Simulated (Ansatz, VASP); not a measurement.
# TiC (Khamrabaevite) in two plane-wave programs

Wanted: the spread between two codes on one cell, functional and k mesh.

Program: Ansatz 0.2.0. Level of theory: plane waves, with VASP 6.6.1 beside it; relaxation of cell and atoms at r2SCAN. Results are calculated unless marked as measured.

**1. The structure**

The structure is cubic, space group Fm-3m (No. 225). Conventional cell: a = 4.328 Å, b = 4.328 Å, c = 4.328 Å, α = 90.00°, β = 90.00°, γ = 90.00°. Nearest to Ti lie 6 C at 2.16 Å. C has 6 Ti at 2.16 Å nearest. Farther neighbours are not listed.

Coordinates:

```cif
data_structure
_symmetry_space_group_name_H-M 'P 1'
_symmetry_Int_Tables_number 1
_cell_length_a 3.0604
_cell_length_b 3.0604
_cell_length_c 3.0604
_cell_angle_alpha 60.000
_cell_angle_beta 60.000
_cell_angle_gamma 60.000
_cell_volume 20.27
loop_
_atom_site_label
_atom_site_type_symbol
_atom_site_fract_x
_atom_site_fract_y
_atom_site_fract_z
_atom_site_occupancy
Ti1 Ti 0.00000 0.00000 0.00000 1
C2 C 0.50000 0.50000 0.50000 1
```

**2. VASP: relaxation of cell and atoms, r2SCAN**

The relaxed volume is the usual yardstick between codes: its relative difference is about their pressure difference at one cell divided by the bulk modulus.

Lines of VASP's logs that name or quote its potential files are left out, and so is its time.

Input file INCAR:

```
SYSTEM = TiC
PREC = Accurate
ENCUT = 560
EDIFF = 1E-06
NELM = 100
ISMEAR = -1
SIGMA = 0.05
LREAL = .FALSE.
ALGO = Normal
METAGGA = R2SCAN
LASPH = .TRUE.
NBANDS = 14
LORBIT = 11
LWAVE = .FALSE.
LCHARG = .FALSE.
KPAR = 2
IBRION = 2
NSW = 60
ISIF = 3
EDIFFG = -0.01
```

Input file POSCAR:

```
TiC
1.0
    0.0000000000      2.1640000000      2.1640000000
    2.1640000000      0.0000000000      2.1640000000
    2.1640000000      2.1640000000      0.0000000000
Ti C
1 1
Direct
    0.0000000000      0.0000000000      0.0000000000
    0.5000000000      0.5000000000      0.5000000000
```

Input file KPOINTS:

```
Automatic mesh
0
Gamma
9 9 9
0 0 0
```

Potentials, in the order of the species: Ti_sv and C (PBE family, release 64).

The run is started by

```console
$ mpirun -np 2 vasp_std
```

Numbers of over 12 decimals in the logs are rounded to 6 here.

The program printed:

```text
[banner, memory and clock lines left out]
running    2 mpi-ranks, on    1 nodes
 distrk:  each k-point on    1 cores,    2 groups
 distr:  one band on    1 cores,    1 groups

 POSCAR found type information on POSCAR TiC
 POSCAR found :  2 types and       2 ions
|                                                                             |
|               ----> ADVICE to this user running VASP <----                  |
|                                                                             |
|     You enforced a specific xc type in the INCAR file but a different       |
|     [... a line on the potential file left out ...]
|     I HOPE YOU KNOW WHAT YOU ARE DOING!                                     |
|                                                                             |

 LDA part: xc-table for (None), standard interpolation
 POSCAR, INCAR and KPOINTS ok, starting setup
 FFT: planning ... GRIDC
 FFT: planning ... GRID_SOFT
 FFT: planning ... GRID
 WAVECAR not read
 entering main loop
       N       E                     dE             d eps       ncg     rms          rms(c)
DAV:   1     0.118570843321E+03    0.11857E+03   -0.87445E+03   996   0.148E+03
DAV:   2    -0.241629259018E+02   -0.14273E+03   -0.13339E+03  1040   0.366E+02
DAV:   3    -0.334525757225E+02   -0.92896E+01   -0.89918E+01  1342   0.898E+01
DAV:   4    -0.339236027288E+02   -0.47103E+00   -0.47068E+00  1176   0.173E+01
DAV:   5    -0.339318685034E+02   -0.82658E-02   -0.82654E-02  1324   0.216E+00    0.188E+01
DAV:   6    -0.249285572732E+02    0.90033E+01   -0.12035E+01  1306   0.674E+01    0.518E+00
DAV:   7    -0.248553587433E+02    0.73199E-01   -0.13998E+00  1110   0.168E+01    0.414E+00
DAV:   8    -0.248584359206E+02   -0.30772E-02   -0.12756E-01  1390   0.527E+00    0.142E+00
DAV:   9    -0.248731992622E+02   -0.14763E-01   -0.35702E-02  1200   0.187E+00    0.824E-01
DAV:  10    -0.248699170001E+02    0.32823E-02   -0.47586E-03  1270   0.119E+00    0.280E-01
DAV:  11    -0.248698210443E+02    0.95956E-04   -0.12071E-03  1132   0.552E-01    0.224E-02
DAV:  12    -0.248697992938E+02    0.21750E-04   -0.87979E-05  1094   0.127E-01    0.327E-02
DAV:  13    -0.248698040623E+02   -0.47685E-05   -0.10247E-05  1130   0.363E-02    0.907E-03
DAV:  14    -0.248698053765E+02   -0.13141E-05   -0.13956E-06  1070   0.126E-02    0.379E-03
DAV:  15    -0.248698050445E+02    0.33199E-06   -0.23361E-07   610   0.827E-03
   1 F= -.24869805E+02 E0= -.24868981E+02  d E =-.248698E+02
 curvature:   0.00 expect dE= 0.000E+00 dE for cont linesearch  0.000E+00
 trial: gam= 0.00000 g(F)=  0.111E-62 g(S)=  0.100E-02 ort = 0.000E+00 (trialstep = 0.100E+01)
 search vector abs. value=  0.100E-02
 bond charge predicted
       N       E                     dE             d eps       ncg     rms          rms(c)
DAV:   1    -0.248812301650E+02   -0.11425E-01   -0.24253E-01  1106   0.771E+00    0.106E+00
DAV:   2    -0.248715257899E+02    0.97044E-02   -0.33637E-02  1180   0.334E+00    0.316E-01
DAV:   3    -0.248693623878E+02    0.21634E-02   -0.36462E-03  1254   0.776E-01    0.128E-01
DAV:   4    -0.248693911102E+02   -0.28722E-04   -0.24474E-03  1292   0.449E-01    0.677E-02
DAV:   5    -0.248695196932E+02   -0.12858E-03   -0.14749E-04  1094   0.106E-01    0.259E-02
DAV:   6    -0.248695777689E+02   -0.58076E-04   -0.14404E-04  1442   0.597E-02    0.165E-02
DAV:   7    -0.248695702172E+02    0.75516E-05   -0.11914E-05  1280   0.349E-02    0.239E-02
DAV:   8    -0.248695818206E+02   -0.11603E-04   -0.37521E-05  1358   0.425E-02    0.867E-03
DAV:   9    -0.248695807316E+02    0.10890E-05   -0.53642E-06  1146   0.180E-02    0.317E-03
DAV:  10    -0.248695815206E+02   -0.78903E-06   -0.23984E-07   610   0.514E-03
   2 F= -.24869582E+02 E0= -.24868759E+02  d E =0.223524E-03
 trial-energy change:    0.000224  1 .order    0.000195   -0.001000    0.001390
 step:   0.4012(harm=  0.4185)  dis= 0.00000  next Energy=   -24.870004 (dE=-0.199E-03)
 bond charge predicted
       N       E                     dE             d eps       ncg     rms          rms(c)
DAV:   1    -0.248741192780E+02   -0.45385E-02   -0.86760E-02  1106   0.458E+00    0.631E-01
DAV:   2    -0.248705799954E+02    0.35393E-02   -0.11355E-02  1180   0.195E+00    0.183E-01
DAV:   3    -0.248698849687E+02    0.69503E-03   -0.12582E-03  1244   0.439E-01    0.758E-02
DAV:   4    -0.248699045653E+02   -0.19597E-04   -0.86471E-04  1310   0.274E-01    0.413E-02
DAV:   5    -0.248699653559E+02   -0.60791E-04   -0.58252E-05  1088   0.709E-02    0.129E-02
DAV:   6    -0.248699933762E+02   -0.28020E-04   -0.45756E-05  1438   0.319E-02    0.920E-03
DAV:   7    -0.248699864386E+02    0.69376E-05   -0.32727E-06  1154   0.188E-02    0.128E-02
DAV:   9    -0.248700023429E+02   -0.13467E-05   -0.20825E-06  1090   0.121E-02    0.200E-03
DAV:  10    -0.248700018375E+02    0.50546E-06   -0.98492E-08   538   0.333E-03
   3 F= -.24870002E+02 E0= -.24869179E+02  d E =-.196793E-03
 curvature:  -0.21 expect dE=-0.463E-07 dE for cont linesearch -0.463E-07
 trial: gam=-0.01465 g(F)=  0.173E-59 g(S)=  0.221E-06 ort = 0.149E-04 (trialstep = 0.880E+00)
 search vector abs. value=  0.149E-09
 reached required accuracy - stopping structural energy minimisation
```

From OUTCAR (step 2):

```text
ion  position               nearest neighbor table
   1  0.000  0.000  0.000-   2 2.16   2 2.16   2 2.16   2 2.16   2 2.16   2 2.16
   2  0.500  0.500  0.500-   1 2.16   1 2.16   1 2.16   1 2.16   1 2.16   1 2.16

  LATTYP: Found a face centered cubic cell.
 ALAT       =     4.3280000000

 Subroutine GETGRP returns: Found 48 space group operations
 (whereof 48 operations were pure point group operations)

The static configuration has the point symmetry O_h .

 Found     35 irreducible k-points:

   k-points           NKPTS =     35   k-points in BZ     NKDIM =     35   number of bands    NBANDS=     14

   dimension x,y,z NGX =    24 NGY =   24 NGZ =   24
   dimension x,y,z NGXF=    48 NGYF=   48 NGZF=   48

   ENCUT  =  560.0 eV  41.16 Ry    6.42 a.u.   5.91  5.91  5.91*2*pi/ulx,y,z

   NELECT =      16.0000    total number of electrons

 k-points in reciprocal lattice and weights: Automatic mesh
   0.00000000  0.00000000  0.00000000       0.001
   0.11111111  0.00000000  0.00000000       0.011
   0.22222222  0.00000000  0.00000000       0.011
   0.33333333  0.00000000  0.00000000       0.011
   0.44444444  0.00000000  0.00000000       0.011
   0.11111111  0.11111111  0.00000000       0.008
   0.22222222  0.11111111  0.00000000       0.033
   0.33333333  0.11111111  0.00000000       0.033
   0.44444444  0.11111111  0.00000000       0.033
[...]
-0.33333333  0.44444444  0.11111111       0.033
  -0.33333333  0.44444444  0.22222222       0.033

 average (electrostatic) potential at core
       1 -75.6649       2 -46.1521

 E-fermi :   9.4050

 k-point     1 :       0.0000    0.0000    0.0000
  band No.  band energies     occupation
      1     -49.5056      2.00000
      2     -24.4843      2.00000
      3     -24.4842      2.00000
      4     -24.4842      2.00000
      5      -3.7236      2.00000
      6      10.3405      0.00000
      7      10.3405      0.00000
      8      10.3405      0.00000
      9      11.1426      0.00000
     10      11.1426      0.00000
    ...

 k-point     2 :       0.1111    0.0000    0.0000
  band No.  band energies     occupation
    ...
      4     -24.4897      2.00000
      5      -3.4405      2.00000
      6       9.0753      1.99727
      7       9.3117      1.73204
      8       9.3118      1.73198
      9      10.6785      0.00000
     10      10.6785      0.00000
     11      11.7699      0.00000
     12      13.1024      0.00000
     13      13.1024      0.00000
    ...

 k-point     3 :       0.2222    0.0000    0.0000
  band No.  band energies     occupation
    ...
      4     -24.5037      2.00000
      5      -2.6472      2.00000
      6       7.1071      2.00000
      7       7.9083      2.00000
      8       7.9083      2.00000
      9      11.2392      0.00000
     10      11.2393      0.00000
     11      12.3527      0.00000
     12      15.0770      0.00000
     13      15.0770      0.00000
    ...

  Total        0.0017489      0.0017489      0.0017489      0.0000000      0.0000000      0.0000000
  in kB        0.1377789      0.1377789      0.1377789      0.0000000      0.0000000      0.0000000
  external PRESSURE =       0.1377789 kB  Pullay stress =       0.0000000 kB

  energy-cutoff  :      560.00
  volume of cell :       20.34
      direct lattice vectors                 reciprocal lattice vectors
     0.000000000  2.166462550  2.166462550    -0.230790973  0.230790973  0.230790973
     2.166462550  0.000000000  2.166462550     0.230790973 -0.230790973  0.230790973
     2.166462550  2.166462550  0.000000000     0.230790973  0.230790973 -0.230790973

 POSITION                                       TOTAL-FORCE (eV/Angst)
 -----------------------------------------------------------------------------------
      0.00000      0.00000      0.00000        -0.000000     -0.000000     -0.000000
      2.16646      2.16646      2.16646         0.000000      0.000000      0.000000
 -----------------------------------------------------------------------------------
    total drift:                                0.000000     -0.000000     -0.000000

  FREE ENERGIE OF THE ION-ELECTRON SYSTEM (eV)
  ---------------------------------------------------
  free  energy   TOTEN  =       -24.8700018375 eV

  energy  without entropy=      -24.8683555466  energy(sigma->0) =      -24.86917869

 reached required accuracy - stopping structural energy minimisation

 total charge
# of ion       s       p       d       tot
------------------------------------------
    1        2.197   6.253   1.905  10.356
    2        0.906   1.518   0.000   2.424
--------------------------------------------------
tot          3.103   7.771   1.905  12.780

[... 3 further parts left out ...]
```

**3. Ansatz: relaxation of cell and atoms, r2SCAN**

Ansatz runs on its default PAW (the set named soft_2) files.

The same cell, functional, mesh and smearing now go to Ansatz, which takes its cutoff from its data sets.

Input file input.yaml:

```yaml
crystal:
  lattice:
    - [0.0, 2.164, 2.164]
    - [2.164, 0.0, 2.164]
    - [2.164, 2.164, 0.0]
  atoms:
    - { symbol: Ti, position: [0.0, 0.0, 0.0] }
    - { symbol: C, position: [0.5, 0.5, 0.5] }
hamiltonian:
  xc: r2scan
  pseudopotentials: { kind: paw }
kpoints:
  mp_grid: { grid: [9, 9, 9] }
scf:
  occupations: { method: fermi_dirac, width: 0.05 }
relax:
  f_tol: 0.01
  max_steps: 60
  cell: { stress_tol: 0.05 }
output:
  forces: true
  stress: true
```

The run is started by

```console
$ ansatz run input.yaml --threads 4 --pin off --max-ram 9216MiB --backend cpu --events-out ev --progress --plain --runs-dir out
```

The program printed:

```text
Engine: ansatz 0.2.0, aarch64-unknown-linux-gnu
Pseudopotentials: kind: paw
Pseudopotential: Ti, paw, valence charge 12, recommended cutoff 500 eV (meta_gga), Ti.paw.azcp
Pseudopotential: C, paw, valence charge 4, recommended cutoff 500 eV (meta_gga), C.paw.azcp
Functional definition: r2SCAN
  parameter k0 = 0.174
  parameter k1 = 0.065
  parameter a1 = 4.9479
  exchange = r2scan_x(k0 = k0, k1 = k1, a1 = a1)
  correlation = r2scan_c
Crystal: 2 atoms, lattice volume = 20.268 Å³
Basis set: ecut = 500 eV, 531 PW (Γ), exchange–correlation on 96×96×96 points (64 copies of the dense FFT grid, shifted against one another)
Bands: 12, of which v1, the nominal top of the filled ones, is band 8 counted from 1 (7 counted from 0)
Symmetry: 48 space group operations
Space group: Fm-3m (ITA 225), of the structure as read, at distance tolerance 2.7e-5 Å
k-points: 35 of 729
Non-local potential: Ti, projectors of the file, l = 0: 3, l = 1: 2, l = 2: 3, l = 3: 1
Non-local potential: C, projectors of the file, l = 0: 2, l = 1: 2, l = 2: 1
PAW form: soft (Blöchl's): semilocal exchange-correlation on the pseudo side does not see the compensation charge
PAW frozen core: Ti, regenerated for the run's functional (the file was generated under x = pbe(κ = 0.804, μ = 0.219515), c = pbe(β = 0.066725))
PAW frozen core: C, regenerated for the run's functional (the file was generated under x = pbe(κ = 0.804, μ = 0.219515), c = pbe(β = 0.066725))
PAW one-centre angular grid: Ti, 590 points (default); XC on 160 Gauss nodes
PAW one-centre angular grid: C, 302 points (default); XC on 239 of its mesh's 2573 points in the sphere
Initial density: superposition of atomic densities (neutral atoms: chi_scale 0, normalization atom), corrected by the library's trained network
Initial wavefunctions: pseudopotential atomic-orbital guess
Functional: x = r2scan, c = r2scan; τ floored in thin density (d = 2e-4 eV/Å³)
SCF iter   1: F=—  HF=-2757.961314 eV  |F-HF|=—  |Δ(HF+E_count)|=         —  Δρ=1.87e-2  dr2=7.60e-2  dr2_τ=1.39e-1  ethr=1.77e-3  ⟨swp⟩=4.4  Hψ=2044  notcnv=0
preconditioner: auto → none  [insulator: Δε(μ)=0.254 eV  Ē_g=8.593 eV  σ=0.050 eV  W_gap=0.79  n_scr=8 (ndim 8)  ℏωp=23.3 eV  f_vac=0.000  D(μ)=0.17/eV (n_scr^D=0)  ε∞_Penn≈8.4]
SCF iter   2: F=—  HF=-2758.030287 eV  |F-HF|=—  |Δ(HF+E_count)|=   6.90e-2  Δρ=1.94e-2  dr2=8.44e-2  dr2_τ=9.36e-3  ethr=4.75e-4  ⟨swp⟩=2.3  Hψ=1018  notcnv=0
SCF iter   3: F=—  HF=-2758.014507 eV  |F-HF|=—  |Δ(HF+E_count)|=   1.58e-2  Δρ=4.96e-3  dr2=2.57e-3  dr2_τ=1.78e-4  ethr=4.75e-4  ⟨swp⟩=2.3  Hψ=677  notcnv=0
SCF iter   4: F=—  HF=-2758.015864 eV  |F-HF|=—  |Δ(HF+E_count)|=   1.36e-3  Δρ=2.29e-3  dr2=1.33e-3  dr2_τ=1.46e-4  ethr=1.60e-5  ⟨swp⟩=2.0  Hψ=673  notcnv=0
SCF iter   5: F=—  HF=-2758.015615 eV  |F-HF|=—  |Δ(HF+E_count)|=   2.49e-4  Δρ=1.02e-3  dr2=2.80e-4  dr2_τ=8.38e-6  ethr=8.32e-6  ⟨swp⟩=1.3  Hψ=444  notcnv=0
SCF iter   6: F=—  HF=-2758.015576 eV  |F-HF|=—  |Δ(HF+E_count)|=   3.92e-5  Δρ=1.99e-4  dr2=1.08e-5  dr2_τ=2.58e-7  ethr=1.75e-6  ⟨swp⟩=2.2  Hψ=528  notcnv=0
SCF iter   7: F=—  HF=-2758.015577 eV  |F-HF|=—  |Δ(HF+E_count)|=   1.54e-6  Δρ=4.18e-5  dr2=4.34e-7  dr2_τ=1.70e-8  ethr=6.72e-8  ⟨swp⟩=2.1  Hψ=500  notcnv=0
SCF iter   8: F=-2758.015577 eV  HF=-2758.015577 eV  |F-HF|=5.38e-10  |Δ(HF+E_count)|=   3.40e-9  Δρ=3.48e-6  dr2=2.91e-9  dr2_τ=9.42e-11  ethr=6.25e-10  ⟨swp⟩=4.3  Hψ=1263  notcnv=0
SCF 1 converged in 8 iterations: F = -2758.015577 eV  dr2 = 2.91e-9
  greatest PAW one-centre occupation: 1.001 electrons in one spin orbital (limit 2), on the Ti atom at site 0 (counted from 0), in its partial waves of l = 1
relax step   1: F+E_penalty+E_count = -2758.01557717 eV  Δ(F+E_penalty+E_count) = +0.000e0 eV  max|allowed force component| = 1.144e-29 eV/Å  Δτ_max = 0.0000 Å  P = -0.020 GPa  Ω = 20.268 Å³  (8 SCF iters, dr2 threshold 1.00e-7 eV, accepted)
Initial density: handed on by an earlier stage of this run
Initial wavefunctions: pseudopotential atomic-orbital guess (no wavefunctions were taken with the density)
iter 1 solved again at ethr=3.65e-9 eV; its pass at ethr=3.10e-3 eV (dr2=5.84e-7 eV) is discarded
SCF iter   1: F=—  HF=-2758.015577 eV  |F-HF|=—  |Δ(HF+E_count)|=         —  Δρ=3.48e-6  dr2=2.93e-9  dr2_τ=9.51e-11  ethr=3.65e-9  ⟨swp⟩=3.0  Hψ=3250  notcnv=0
preconditioner: auto → none  [insulator: Δε(μ)=0.268 eV  Ē_g=8.400 eV  σ=0.050 eV  W_gap=0.83  n_scr=8 (ndim 8)  ℏωp=23.3 eV  f_vac=0.000  D(μ)=0.18/eV (n_scr^D=0)  ε∞_Penn≈8.7]
SCF iter   2: F=—  HF=-2758.015577 eV  |F-HF|=—  |Δ(HF+E_count)|=  5.84e-10  Δρ=3.14e-6  dr2=1.96e-9  dr2_τ=2.89e-10  ethr=1.83e-11  ⟨swp⟩=2.0  Hψ=558  notcnv=0
SCF iter   3: F=—  HF=-2758.015577 eV  |F-HF|=—  |Δ(HF+E_count)|=  2.40e-10  Δρ=1.19e-6  dr2=2.88e-10  dr2_τ=1.58e-11  ethr=1.23e-11  ⟨swp⟩=2.2  Hψ=543  notcnv=0
SCF iter   4: F=—  HF=-2758.015577 eV  |F-HF|=—  |Δ(HF+E_count)|=  2.02e-10  Δρ=4.17e-7  dr2=2.64e-11  dr2_τ=5.20e-13  ethr=1.80e-12  ⟨swp⟩=2.0  Hψ=558  notcnv=0
SCF iter   5: F=-2758.015577 eV  HF=-2758.015577 eV  |F-HF|=9.09e-13  |Δ(HF+E_count)|=  4.23e-11  Δρ=4.91e-8  dr2=3.27e-13  dr2_τ=2.51e-14  ethr=1.00e-12  ⟨swp⟩=5.3  Hψ=1533  notcnv=0
SCF 2 converged in 5 iterations: F = -2758.015577 eV  dr2 = 3.27e-13
relax step   2: F+E_penalty+E_count = -2758.01557717 eV  Δ(F+E_penalty+E_count) = -1.265e-9 eV  max|allowed force component| = 1.538e-29 eV/Å  Δτ_max = 0.0000 Å  P = -0.020 GPa  Ω = 20.268 Å³  stress off target by 1.96e-2 GPa  SCF on the basis re-selected at this cell (its energy is not comparable with the rows above)  (5 SCF iters)
basis re-selected at this cell: Δ(F+E_penalty+E_count) = -1.265e-9 eV, ΔP = -0.000 GPa vs the last step (what re-selecting the basis moved, of the pressure what is left beyond the Pulay correction that the steps carried, after the strain that the cell walked since its last selection, with what the two solves' SCF thresholds leave and, on support functions, any second-order correction that the steps lacked; it is no m [...]
SCF converged after 5 iterations
Free energy (F): -2758.015577 eV
Harris-Foulkes:  -2758.015577 eV  (|F-HF|=9.09e-13)
Internal energy: -2758.013889 eV  (E = F + TS)
E sigma→0 (E₀):  -2758.014733 eV
Entropy (-TS):   -0.001688 eV (-0.844 meV/atom)
Fermi energy:    14.723222 eV
--- Per-component energies (eV) ---
  E_band       = -125.271581
  E_kinetic    = 363.010763
  E_local      = -771.257459  (includes V_loc(G=0)·N_el)
  E_nonlocal   = 30.841401
  E_hartree    = 312.466797
  E_xc         = -142.394504
  E_vxc        = -200.856902  (∫ρ·V_xc dr)
  E_paw        = -1156.032169  (= ΣΔE_a)
  E_vpaw       = -184.426111  (= ΣTr[D̂ρ^β])
  E_aug_tail   = 0.000100  (compensation charges beyond the density's cutoff)
  E_vtau       = 12.483020  (kinetic-family band-sum trace: ∫τ·v_τ [+ j·A + Jᵃ·Aᵃ] dr)
  E_ewald      = -1394.370587
  E_core_change = -0.278231  (= ΣΔE_core)
  E_smearing   = -0.001688  (= −TS)
  E_closure    = 0.000000  (closes the sum)
  Σ components = -2758.015577   (vs F -2758.015577, Δ=0.00e0)
--- Forces (eV/Å), atoms counted from 1 ---
  atom   1  Ti    -0.00000000     0.00000000    -0.00000000
  atom   2  C      0.00000000    -0.00000000     0.00000000
  max |Σ_I F_I| component: 9.20e-30 eV/Å
--- Stress (GPa, compression-positive) ---
       -0.019596       0.000000       0.000000
       -0.000000      -0.019596      -0.000000
       -0.000000       0.000000      -0.019596
  P = ⅓ Tr σ = -0.0196 GPa (-0.196 kbar)
--- Relaxed structure (1 steps of the walk, 1 accepted, 1 SCFs on fresh bases) ---
  F+E_penalty+E_count = -2758.01557717 eV   max|allowed force component| = 1.538e-29 eV/Å   (the final SCF, on the basis selected at the relaxed cell)
  cell:  # Å, volume = 20.2676 Å³
    - [0.0, 2.164, 2.164]
    - [2.164, 0.0, 2.164]
    - [2.164, 2.164, 0.0]
  atoms:
    - { symbol: Ti, position: [0.0, 0.0, 0.0] }
    - { symbol: C, position: [0.500000, 0.500000, 0.500000] }
```

Wall time 1 s (4 threads of Arm Neoverse V2, shared host); peak memory 0.35 GiB; 3.1 s of CPU time.

**4. Side by side**

Known differences besides the potentials themselves: VASP keeps PBE cores, Ansatz makes them for the functional; both relaxations stop at a tolerance, which leaves soft axes loose, and VASP keeps its plane-wave basis; the cutoff is 500 eV in Ansatz and 560 eV in VASP; Ansatz adds a Pulay correction to the stress that steers its cell, VASP none. Total energies have different zeros and are not compared.

The two programs side by side:

| quantity | Ansatz | VASP | difference |
| --- | --- | --- | --- |
| volume (Å³) | 20.27 | 20.34 | -0.34 % |
| edge a after relaxation, in the typed setting (Å) | 3.060 | 3.064 | -0.11 % |

The walks stopped with -0.02 GPa left in Ansatz and 0.01 GPa in VASP; each walk ends within a tolerance, so the volume difference is uncertain by about these residues over the bulk modulus, most in soft cells.

**5. Summary of results**

| Item | Value |
| --- | --- |
| difference in volume (relaxation of cell and atoms, r2SCAN) | -0.34 % |

What this shows: The difference in volume is -0.34 % (relaxation of cell and atoms, r2SCAN), within the 1.2 % picked in this series as the mark of a large difference, as far as the stopping tolerances let one tell. Such differences can come from data sets, numerical settings and the points named under the comparisons, not from the functional's error against experiment.

[Lines on the potential files, build, host, timing and source positions are cut from VASP's logs without a mark.]

[Logs are printed without paths, hosts, clocks, repeated set-up lines and the standing remarks that a program may print on its own settings, such as how far it seeks lower states.]

[Hosts, paths, dates, database ids (printed as entryN), source tags and the programs' standing remarks are cut or masked in the printed files.]
